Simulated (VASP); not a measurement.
# GeRh with PBEsol: from relaxation to properties, part 5 of 5

Aim: relax GeRh, then compute properties on the relaxed cell. The start is a computed cell from the Materials Project.

VASP 6.6.1; PBEsol; plane waves and PAW (Ge_d, Rh_pv).

Still holding for the runs below: The k-mesh is coarse for a metal.

So far. Step 5 (Band structure (PBEsol)): There is no gap at this level. Step 6 (Density of states (PBEsol)): The finer mesh and the other smearing move the Fermi level by -0.02 eV from the 5×5×5 run, a small shift, which tests the Fermi level alone. Of the states within 0.3 eV of the Fermi level, the largest shares in the PAW spheres are Rh d 75 % and Ge p 7 %. The rest lies in smaller channels or between the spheres. The relaxed cell has a = 4.838 Å (conventional setting).

### Step 8. Field gradients at the nuclei (PBEsol)

Field gradients probe how far the charge around each nucleus departs from cubic symmetry; LASPH keeps the non-spherical terms inside the spheres.

Contents of INCAR:

```
SYSTEM = GeRh
PREC = Accurate
ENCUT = 410
EDIFF = 1E-07
NELM = 100
ISMEAR = 0
SIGMA = 0.05
LREAL = .FALSE.
ALGO = Normal
GGA = PS
NBANDS = 71
LASPH = .TRUE.
LORBIT = 11
LWAVE = .FALSE.
LCHARG = .FALSE.
KPAR = 4
LEFG = .TRUE.
```

Contents of POSCAR:

```
GeRh
1.0
    4.8378848563      0.0000000000      0.0000000000
    0.0000000000      4.8378848563      0.0000000000
    0.0000000000      0.0000000000      4.8378848563
Ge Rh
4 4
Direct
    0.1612964374      0.3387035626      0.6612964374
    0.3387035626      0.6612964374      0.1612964374
    0.6612964374      0.1612964374      0.3387035626
    0.8387035626      0.8387035626      0.8387035626
    0.8674006621      0.6325993379      0.3674006621
    0.6325993379      0.3674006621      0.8674006621
    0.3674006621      0.8674006621      0.6325993379
    0.1325993379      0.1325993379      0.1325993379
```

Contents of KPOINTS:

```
Automatic mesh
0
Gamma
5 5 5
0 0 0
```

Potentials, in the order of the species: Ge_d and Rh_pv (PBE family, release 64).

Launch:

```console
> mpirun -np 4 vasp_std
```

Log:

```text
[... set-up lines as in an earlier step ...]
 entering main loop
       N       E                     dE             d eps       ncg     rms          rms(c)
[... 12 cycles as in an earlier step ...]
DAV:  13    -0.567104403847E+02    0.75279E-06   -0.32759E-06  2062   0.146E-02    0.357E-03
DAV:  14    -0.567104405065E+02   -0.12182E-06   -0.50421E-07  1470   0.512E-03    0.143E-03
DAV:  15    -0.567104403117E+02    0.19479E-06   -0.11787E-07   963   0.383E-03    0.281E-04
DAV:  16    -0.567104402627E+02    0.49080E-07   -0.30021E-08   928   0.102E-03
ion   1
     0.0000000    -0.1096489    -0.1096489    -0.0000000     0.1096489    -0.0000000
     0.0000487    -0.1096489    -0.1096489    -0.0000000     0.1096489    -0.0000000
     0.0000636    -0.1096490    -0.1096490    -0.0000000     0.1096490    -0.0000000
     0.0000831    -0.1096490    -0.1096490    -0.0000000     0.1096490    -0.0000000
     0.0001085    -0.1096490    -0.1096490    -0.0000000     0.1096490    -0.0000000

     0.0000000   -38.2749185   -38.2749185    -0.0000000    38.2749185     0.0000000
     0.0000487   -38.2735105   -38.2735105    -0.0000000    38.2735105     0.0000000
     0.0000636   -38.2728480   -38.2728480    -0.0000000    38.2728480     0.0000000
     0.0000831   -38.2718478   -38.2718478    -0.0000000    38.2718478     0.0000000
     0.0001085   -38.2703456   -38.2703456    -0.0000000    38.2703456     0.0000000

ion   2
     0.0000000    -0.1096489     0.1096489    -0.0000000    -0.1096489    -0.0000000
     0.0000487    -0.1096489     0.1096489    -0.0000000    -0.1096489    -0.0000000
     0.0000636    -0.1096490     0.1096490    -0.0000000    -0.1096490    -0.0000000
     0.0000831    -0.1096490     0.1096490    -0.0000000    -0.1096490    -0.0000000
     0.0001085    -0.1096490     0.1096490    -0.0000000    -0.1096490    -0.0000000

     0.0000000   -38.2749185    38.2749185    -0.0000000   -38.2749185    -0.0000000
     0.0000487   -38.2735105    38.2735105    -0.0000000   -38.2735105    -0.0000000
     0.0000636   -38.2728480    38.2728480    -0.0000000   -38.2728480    -0.0000000
     0.0000831   -38.2718478    38.2718478    -0.0000000   -38.2718478    -0.0000000
     0.0001085   -38.2703456    38.2703456    -0.0000000   -38.2703456    -0.0000000

ion   3
     0.0000000     0.1096489    -0.1096489    -0.0000000    -0.1096489    -0.0000000
     0.0000487     0.1096489    -0.1096489    -0.0000000    -0.1096489    -0.0000000
     0.0000636     0.1096490    -0.1096490    -0.0000000    -0.1096490    -0.0000000
     0.0000831     0.1096490    -0.1096490    -0.0000000    -0.1096490    -0.0000000
     0.0001085     0.1096490    -0.1096490    -0.0000000    -0.1096490    -0.0000000

     0.0000000    38.2749185   -38.2749185    -0.0000000   -38.2749185    -0.0000000
     0.0000487    38.2735105   -38.2735105    -0.0000000   -38.2735105    -0.0000000
     0.0000636    38.2728480   -38.2728480    -0.0000000   -38.2728480    -0.0000000
     0.0000831    38.2718478   -38.2718478    -0.0000000   -38.2718478    -0.0000000
     0.0001085    38.2703456   -38.2703456    -0.0000000   -38.2703456    -0.0000000

ion   4
     0.0000000     0.1096489     0.1096489    -0.0000000     0.1096489    -0.0000000
     0.0000487     0.1096489     0.1096489    -0.0000000     0.1096489    -0.0000000
     0.0000636     0.1096490     0.1096490    -0.0000000     0.1096490    -0.0000000
     0.0000831     0.1096490     0.1096490    -0.0000000     0.1096490    -0.0000000
     0.0001085     0.1096490     0.1096490    -0.0000000     0.1096490    -0.0000000

     0.0000000    38.2749185    38.2749185    -0.0000000    38.2749185    -0.0000000
     0.0000487    38.2735105    38.2735105    -0.0000000    38.2735105    -0.0000000
     0.0000636    38.2728480    38.2728480    -0.0000000    38.2728480    -0.0000000
     0.0000831    38.2718478    38.2718478    -0.0000000    38.2718478    -0.0000000
     0.0001085    38.2703456    38.2703456    -0.0000000    38.2703456    -0.0000000

ion   5
     0.0000000     0.2276500     0.2276500    -0.0000000    -0.2276500     0.0000000
     0.0000545     0.2276500     0.2276500    -0.0000000    -0.2276500     0.0000000
     0.0000750     0.2276500     0.2276500    -0.0000000    -0.2276500     0.0000000
     0.0001033     0.2276500     0.2276500    -0.0000000    -0.2276500     0.0000000
     0.0001422     0.2276500     0.2276500    -0.0000000    -0.2276500     0.0000000

     0.0000000     7.2552880     7.2552880    -0.0000000    -7.2552880    -0.0000000
     0.0000545     7.2544404     7.2544404    -0.0000000    -7.2544404    -0.0000000
     0.0000750     7.2539613     7.2539613    -0.0000000    -7.2539613    -0.0000000
     0.0001033     7.2531818     7.2531818    -0.0000000    -7.2531818    -0.0000000
     0.0001422     7.2519184     7.2519184    -0.0000000    -7.2519184    -0.0000000

ion   6
     0.0000000     0.2276500    -0.2276500    -0.0000000     0.2276500    -0.0000000
     0.0000545     0.2276500    -0.2276500    -0.0000000     0.2276500    -0.0000000
     0.0000750     0.2276500    -0.2276500    -0.0000000     0.2276500    -0.0000000
     0.0001033     0.2276500    -0.2276500    -0.0000000     0.2276500    -0.0000000
     0.0001422     0.2276500    -0.2276500    -0.0000000     0.2276500    -0.0000000

     0.0000000     7.2552880    -7.2552880    -0.0000000     7.2552880    -0.0000000
     0.0000545     7.2544404    -7.2544404    -0.0000000     7.2544404    -0.0000000
     0.0000750     7.2539613    -7.2539613    -0.0000000     7.2539613    -0.0000000
     0.0001033     7.2531818    -7.2531818    -0.0000000     7.2531818    -0.0000000
     0.0001422     7.2519184    -7.2519184    -0.0000000     7.2519184    -0.0000000

ion   7
     0.0000000    -0.2276500     0.2276500    -0.0000000     0.2276500    -0.0000000
     0.0000545    -0.2276500     0.2276500    -0.0000000     0.2276500    -0.0000000
     0.0000750    -0.2276500     0.2276500    -0.0000000     0.2276500    -0.0000000
     0.0001033    -0.2276500     0.2276500    -0.0000000     0.2276500    -0.0000000
     0.0001422    -0.2276500     0.2276500    -0.0000000     0.2276500    -0.0000000

     0.0000000    -7.2552880     7.2552880    -0.0000000     7.2552880    -0.0000000
     0.0000545    -7.2544404     7.2544404    -0.0000000     7.2544404    -0.0000000
     0.0000750    -7.2539613     7.2539613    -0.0000000     7.2539613    -0.0000000
     0.0001033    -7.2531818     7.2531818    -0.0000000     7.2531818    -0.0000000
     0.0001422    -7.2519184     7.2519184    -0.0000000     7.2519184    -0.0000000

ion   8
     0.0000000    -0.2276500    -0.2276500    -0.0000000    -0.2276500     0.0000000
     0.0000545    -0.2276500    -0.2276500    -0.0000000    -0.2276500     0.0000000
     0.0000750    -0.2276500    -0.2276500    -0.0000000    -0.2276500     0.0000000
     0.0001033    -0.2276500    -0.2276500    -0.0000000    -0.2276500     0.0000000
     0.0001422    -0.2276500    -0.2276500    -0.0000000    -0.2276500     0.0000000

     0.0000000    -7.2552880    -7.2552880    -0.0000000    -7.2552880     0.0000000
     0.0000545    -7.2544404    -7.2544404    -0.0000000    -7.2544404     0.0000000
     0.0000750    -7.2539613    -7.2539613    -0.0000000    -7.2539613     0.0000000
     0.0001033    -7.2531818    -7.2531818    -0.0000000    -7.2531818     0.0000000
     0.0001422    -7.2519184    -7.2519184    -0.0000000    -7.2519184     0.0000000

   1 F= -.56710440E+02 E0= -.56709573E+02  d E =-.173384E-02
```

Wall time 18 s (4 MPI ranks of AMD EPYC 7R43, shared host); peak memory 0.72 GiB; 70 s of CPU time.

From OUTCAR (step 8):

```text
   NELECT =     116.0000    total number of electrons

 E-fermi :  10.7059

 k-point     2 :       0.2000    0.0000    0.0000
  band No.  band energies     occupation
    ...
     54       9.3627      2.00000
     55       9.5124      2.00000
     56       9.8966      2.00000
     57      10.2792      2.00000
     58      10.4142      2.00000
     59      11.3863      0.00000
     60      12.1794      0.00000
     61      12.4735      0.00000
     62      12.7768      0.00000
     63      13.3197      0.00000
    ...

  Total       -0.0632290     -0.0632290     -0.0632290      0.0000000      0.0000000      0.0000000
  in kB       -0.8946653     -0.8946653     -0.8946653      0.0000000      0.0000000      0.0000000
  external PRESSURE =      -0.8946653 kB  Pullay stress =       0.0000000 kB

 POSITION                                       TOTAL-FORCE (eV/Angst)
 -----------------------------------------------------------------------------------
      0.78033      1.63861      3.19928        -0.004607      0.004607     -0.004607
      1.63861      3.19928      0.78033         0.004607     -0.004607     -0.004607
      3.19928      0.78033      1.63861        -0.004607     -0.004607      0.004607
      4.05755      4.05755      4.05755         0.004607      0.004607      0.004607
      4.19638      3.06044      1.77744         0.002495     -0.002495      0.002495
      3.06044      1.77744      4.19638        -0.002495      0.002495      0.002495
      1.77744      4.19638      3.06044         0.002495      0.002495     -0.002495
      0.64150      0.64150      0.64150        -0.002495     -0.002495     -0.002495
 -----------------------------------------------------------------------------------
    total drift:                               -0.000001      0.000000      0.000000

  FREE ENERGIE OF THE ION-ELECTRON SYSTEM (eV)
  ---------------------------------------------------
  free  energy   TOTEN  =       -56.7104402627 eV

  energy  without entropy=      -56.7087064216  energy(sigma->0) =      -56.70957334

 Electric field gradients after diagonalization (V/A^2)
 (convention: |V_zz| > |V_xx| > |V_yy|)
----------------------------------------------------------------------
 ion       V_xx      V_yy      V_zz     asymmetry (V_yy - V_xx)/ V_zz
----------------------------------------------------------------------
   1      40.963    40.963   -81.925       0.000
   2      40.963    40.963   -81.925       0.000
   3      40.963    40.963   -81.925       0.000
   4      40.963    40.963   -81.925       0.000
   5      -8.094    -8.094    16.188       0.000
   6      -8.094    -8.094    16.188       0.000
   7      -8.094    -8.094    16.188       0.000
   8      -8.094    -8.094    16.188       0.000
----------------------------------------------------------------------

[... 14 parts as in an earlier step ...]

[... 3 further parts left out ...]
```

This step gave:

- SCF cycles: 16
- bands: 71
- irreducible k-points: 11
- free energy (TOTEN): -56.7104 eV
- energy at zero smearing: -56.7096 eV
- pressure: -0.08947 GPa

Electric field gradients, by row:

```
atom  Vxx (V/Å²)  Vyy (V/Å²)  Vzz (V/Å²)  asymmetry
 Ge1       40.96       40.96      -81.92          0
 Ge2       40.96       40.96      -81.92          0
 Ge3       40.96       40.96      -81.92          0
 Ge4       40.96       40.96      -81.92          0
 Rh5      -8.094      -8.094       16.19          0
 Rh6      -8.094      -8.094       16.19          0
 Rh7      -8.094      -8.094       16.19          0
 Rh8      -8.094      -8.094       16.19          0
```

The largest gradient, -81.92 V/Å², sits on Ge1 and like sites; times the quadrupole moment of a nucleus that has one, it gives the coupling that NMR and NQR see.

### Step 9. Outcome

| Item | Value |
| --- | --- |
| relaxed volume | 14.15 Å³/atom |
| relaxed conventional cell a, b, c | 4.838, 4.838, 4.838 Å |
| space group after relaxing, within 0.02 Å | P2_13 (No. 198) |
| band gap | none, a metal |
| DOS at the Fermi level | 0.704 states/eV/cell |
| largest field gradient Vzz | -81.92 V/Å² on Ge1 |

What this shows: With PBEsol, GeRh relaxes to 14.15 Å³/atom in space group P2_13 (held by the symmetry of the run) and comes out as a metal. Band structure (PBEsol): Of the bands kept, 4 cross the Fermi level on this path. Spin-orbit coupling is left out; it would split some degenerate bands. The k-sampling is coarse for a metal, so the Fermi level, pressures and the shape of the cell carry errors. No search among competing phases was made, and a listed structure need not be the one stable at ambient conditions. All values are for a static lattice at zero temperature.

[Lines on the potential files, build, host, timing and source positions are cut from VASP's logs without a mark.]

[Logs are printed without paths, hosts, clocks, repeated set-up lines and the standing remarks that a program may print on its own settings, such as how far it seeks lower states.]

[Hosts, paths, dates, database ids (printed as entryN), source tags and the programs' standing remarks are cut or masked in the printed files.]

[A measured line is paired with the nearest computed mode of its activity, which favours agreement.]

[In band tables of VASP the shares of atoms and orbitals are scaled to a sum of 1 inside the atoms' spheres.]
